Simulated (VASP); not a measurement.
The input files of a VASP run:

File KPOINTS:
```
Regular mesh
0
G
7 7 7
0 0 0
```

**POSCAR**
```
NiSi2
3.9019570
  0.0000000000   0.7071067159   0.7071067159
  0.7071067159   0.0000000000   0.7071067159
  0.7071067159   0.7071067159   0.0000000000
Si Ni
2 1
Direct
  0.2500000000   0.2500000000   0.2500000000
  0.7500000000   0.7500000000   0.7500000000
  0.0000000000   0.0000000000   0.0000000000
```

INCAR:
```
SYSTEM = NiSi2
PREC = Accurate
ENCUT = 400
EDIFF = 1E-6
NELM = 100
ALGO = Normal
LREAL = .FALSE.
LASPH = .TRUE.
ISMEAR = 1
SIGMA = 0.1
GGA = PE
LMAXMIX = 4
LWAVE = .FALSE.
LCHARG = .FALSE.
ISIF = 2
```

POTCAR, in this order: Si Ni (PBE.64 set). Program: vasp_std.

Q: Write an equivalent input for Quantum ESPRESSO's pw.x.

A: One equivalent input (not run):
```
&CONTROL
  calculation = 'scf'
  pseudo_dir = './pseudo'
  outdir = './out'
  tprnfor = .true.
  tstress = .true.
/
&SYSTEM
  ibrav = 0
  nat = 3
  ntyp = 2
  ecutwfc = 98
  occupations = 'smearing'
  smearing = 'methfessel-paxton'
  degauss = 0.00735
  input_dft = 'pbe'
/
&ELECTRONS
  conv_thr = 7.3e-08
  electron_maxstep = 100
/
ATOMIC_SPECIES
  Si 28.085 Si.upf
  Ni 58.693 Ni.upf
CELL_PARAMETERS angstrom
     0.0000000    2.7591000    2.7591000
     2.7591000    0.0000000    2.7591000
     2.7591000    2.7591000    0.0000000
ATOMIC_POSITIONS crystal
  Si   0.2500000  0.2500000  0.2500000
  Si   0.7500000  0.7500000  0.7500000
  Ni   0.0000000  0.0000000  0.0000000
K_POINTS automatic
  7 7 7 0 0 0
```
The two are equivalent in intent, not identical: the potentials are each code's own (VASP's PAW set, PseudoDojo norm-conserving files in pw.x), so ENCUT and ecutwfc are chosen apart and not converted; conv_thr bounds pw.x's estimated SCF error, while EDIFF bounds the energy change between steps.

The compound is NiSi2 in the fluorite structure. The cell was not relaxed at this level.
